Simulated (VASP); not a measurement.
```
CELL_PARAMETERS angstrom
      3.79082     0.00000     0.00000
     -1.89541     3.28294     0.00000
      0.00000     0.00000     6.21380
ATOMIC_POSITIONS crystal
  Zn 0.33333 0.66667 0.99993
  Zn 0.66667 0.33333 0.49993
  S  0.33333 0.66667 0.37487
  S  0.66667 0.33333 0.87487
```

Calculation: SCAN meta-GGA, VASP's PBE PAW potentials (set 64) (plane waves; VASP 6.6.1). Run with 400 eV cut-off, 9×9×5 Γ-centred mesh, Gaussian smearing of 0.010 eV, potentials Zn S.

Task: What does the run give for the energy per atom (σ→0), band gap (on the k-mesh) with the smallest direct gap where there is one?

Result: 
The band gap (on the k-mesh) is 2.80 eV and the smallest direct gap (on the k-mesh) is 2.80 eV. The energy per atom (σ→0) is -12.494 eV/atom.

Total energies compare only between runs with the same potentials, cut-off and functional.

The structure comes from a measured ZnS entry (P6_3mc) of the Crystallography Open Database, whose conditions weren't checked. It was relaxed first.
